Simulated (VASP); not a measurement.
Consider the following.

```
CELL_PARAMETERS angstrom
      0.00000     3.17326     3.17326
      3.17326     0.00000     3.17326
      3.17326     3.17326     0.00000
ATOMIC_POSITIONS crystal
  Mg 0.25000 0.25000 0.25000
  Mg 0.75000 0.75000 0.75000
  Ge 0.00000 0.00000 0.00000
```

Calculation: PBE GGA with D4 dispersion, VASP's PBE PAW potentials (set 64) (plane waves; VASP). Settings: 520 eV cut-off, 6×6×6 Γ-centred mesh, Gaussian smearing of 0.050 eV, potentials Mg Ge_d.

**Question.** What does the run give for the energy per atom (σ→0), band gap (on the k-mesh) with the smallest direct gap where there is one?

**Answer.** 
```json
{
  "band gap (on the k-mesh)": "0.12 eV",
  "smallest direct gap (on the k-mesh)": "1.14 eV",
  "energy per atom (σ→0)": "-2.989 eV/atom"
}
```

The absolute energy has meaning only against runs of the same code, potentials and settings.

The compound is Mg2Ge in the antifluorite structure. It was relaxed first.
